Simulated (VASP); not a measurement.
Input for VASP

### KPOINTS
```
Automatic mesh
0
Gamma
7 7 7
0 0 0
```

INCAR:
```
SYSTEM = KI
PREC = Accurate
ENCUT = 520
EDIFF = 1E-7
NELM = 100
ALGO = Normal
LREAL = .FALSE.
LASPH = .TRUE.
ISMEAR = -5
GGA = PE
IVDW = 11
LMAXMIX = 4
LWAVE = .FALSE.
LCHARG = .TRUE.
LORBIT = 11
NEDOS = 601
ISIF = 2
```

POSCAR:
```
KI
1
   -0.0000000000     3.5473799749     3.5473799749
    3.5473799749    -0.0000000000     3.5473799749
    3.5473799749     3.5473799749    -0.0000000000
K I
1 1
Direct
  0.0000000000   0.0000000000   0.0000000000
  0.5000000000   0.5000000000   0.5000000000
```

POTCAR, in this order: K_sv I (PBE.64 set). Program: vasp_std.

Question: Write an equivalent input for Quantum ESPRESSO's pw.x.

Answer: One equivalent input (not run):
```
&CONTROL
  calculation = 'scf'
  pseudo_dir = './pseudo'
  outdir = './out'
  tprnfor = .true.
  tstress = .true.
/
&SYSTEM
  ibrav = 0
  nat = 2
  ntyp = 2
  ecutwfc = 74
  occupations = 'tetrahedra'
  input_dft = 'pbe'
  vdw_corr = 'grimme-d3'
  dftd3_version = 3
  dftd3_threebody = .false.
/
&ELECTRONS
  conv_thr = 7.3e-09
  electron_maxstep = 100
/
ATOMIC_SPECIES
  K 39.098 K.upf
  I 126.904 I.upf
CELL_PARAMETERS angstrom
    -0.0000000    3.5473800    3.5473800
     3.5473800   -0.0000000    3.5473800
     3.5473800    3.5473800   -0.0000000
ATOMIC_POSITIONS crystal
  K    0.0000000  0.0000000  0.0000000
  I    0.5000000  0.5000000  0.5000000
K_POINTS automatic
  7 7 7 0 0 0
```
The two are equivalent in intent, not identical: the potentials are each code's own (VASP's PAW set, PseudoDojo norm-conserving files in pw.x), so ENCUT and ecutwfc are chosen apart and not converted; conv_thr bounds pw.x's estimated SCF error, while EDIFF bounds the energy change between steps.

The compound is KI in the rock salt structure. It was relaxed first.
